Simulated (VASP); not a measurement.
Input:

```xyz
2
Lattice="1.3904 -2.3702 0.0000 1.3904 2.3702 0.0000 0.0000 0.0000 4.5129" Properties=species:S:1:pos:R:3 pbc="T T T"
Tc     1.3904     0.7901     1.1282
Tc     1.4646    -0.7901     3.3847
```

These are PBE GGA, VASP's PBE PAW potentials (set 64) (plane waves; VASP) values and carry that method's errors. Settings: 400 eV cut-off, 14×14×7 Γ-centred mesh, first-order Methfessel-Paxton smearing of 0.020 eV, potentials Tc_pv.

Task: Give the force on each atom (eV/Å).

Result: 
```tsv
atom	Fx	Fy	Fz
Tc1	0.197	0.079	0.000
Tc2	-0.197	-0.079	0.000
```

Task: Give the stress tensor in GPa (positive for a compressed cell).

Result: 
```
 -9.30   -1.35    0.00
 -1.35   -5.03    0.00
  0.00    0.00  -15.17
```
The pressure is its mean diagonal, -9.83 GPa.

The compound is Tc in the hcp structure. The cell was not relaxed at this level, atoms are displaced from their ideal sites. The run is one of a series of settings (SIGMA = 0.02 against the base run), some of them coarse on purpose.
